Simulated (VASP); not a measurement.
## RbCl (relaxed from the zinc blende structure, space group F-43m): computed properties

Computed with PBE GGA, VASP's PBE PAW potentials (set 64) (plane waves; VASP 6.6.1).

| Item | Result |
|---|---|
| space group | F-43m (216) |
| cell | a = b = c = 7.4197 Å, α = β = γ = 90.00° |
| volume per atom | 51.06 Å^3/atom |
| band gap (over mesh and band path) | 4.45 eV |
| smallest direct gap (over mesh and band path) | 4.57 eV |
| band-edge character | indirect, W to Γ |
| density | 1.97 g/cm³ |

```yaml
crystal:
  lattice:
    - [0.00000, 3.70984, 3.70984]
    - [3.70984, 0.00000, 3.70984]
    - [3.70984, 3.70984, 0.00000]
  atoms:
    - { symbol: Rb, position: [0.00000, 0.00000, 0.00000] }
    - { symbol: Cl, position: [0.25000, 0.25000, 0.25000] }
```

The structure was generated: RbCl was put into the zinc blende type (F-43m), which need not be its known phase. It was relaxed first. Symmetry was kept, so distortions that lower it aren't found.
